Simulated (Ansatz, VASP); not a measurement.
## CsCu3: VASP beside Ansatz

File INCAR:

```
SYSTEM = CsCu3
ALGO = Normal ; EDIFF = 1E-6
ENCUT = 520 ; GGA = PE
ISIF = 2 ; ISMEAR = 0
LASPH = .TRUE. ; LCHARG = .TRUE.
LELF = .TRUE. ; LREAL = .FALSE.
LVHAR = .TRUE. ; LWAVE = .FALSE.
NBANDS = 29 ; NELM = 80
PREC = Accurate ; SIGMA = 0.1
```

The input KPOINTS:

```
k-points
0
G
  4 4 4
  0 0 0
```

Contents of POSCAR:

```
CsCu3
1.0
    4.3426478566      0.0000000000      0.0000000000
    0.0000000000      4.3426478566      0.0000000000
    0.0000000000      0.0000000000      4.3426478566
Cs Cu
1 3
Direct
    0.0000000000      0.0000000000      0.0000000000
    0.0000000000      0.5000000000      0.5000000000
    0.5000000000      0.0000000000      0.5000000000
    0.5000000000      0.5000000000      0.0000000000
```

Input for Ansatz:

```yaml
crystal:
  lattice:
    - [4.3426478566, 0.0, 0.0]
    - [0.0, 4.3426478566, 0.0]
    - [0.0, 0.0, 4.3426478566]
  atoms:
    - { symbol: Cs, position: [0.0, 0.0, 0.0] }
    - { symbol: Cu, position: [0.0, 0.5, 0.5] }
    - { symbol: Cu, position: [0.5, 0.0, 0.5] }
    - { symbol: Cu, position: [0.5, 0.5, 0.0] }
basis:
  ecutwfc: 420
kpoints:
  mp_grid: { grid: [4, 4, 4] }
hamiltonian:
  xc: pbe
scf:
  occupations: { method: gaussian, width: 0.1 }
  lower_state_search: "off"
output:
  forces: true
  stress: true
  eigenvalues: true
```

Alike in both runs: task single point; functional PBE; k mesh 4 × 4 × 4; occupations gaussian, width 0.1 eV; no spin polarisation.

```csv
,VASP,Ansatz
version,VASP 6.6.1,Ansatz 0.2.0
potentials or method,"VASP PAW PBE potentials, release 64 (Cs_sv, Cu)","scalar-relativistic, plane waves, PAW"
plane-wave cutoff (eV),520,420
valence electrons in the cell,42,66
```

```tsv
	VASP	Ansatz	Ansatz less VASP
gap on the k mesh at the Fermi level (eV)	none	none	-
pressure (GPa)	2.5	2.0	-0.45
```

A gap of «none» marks a metal or a gap that the smearing closes. The two sets of potentials don't hold the same shells in valence.

Caveats: the k mesh is coarse (spacing up to 0.36 Å⁻¹), so the values aren't converged. The runs have no spin-orbit coupling, so splittings on Cs are missing.
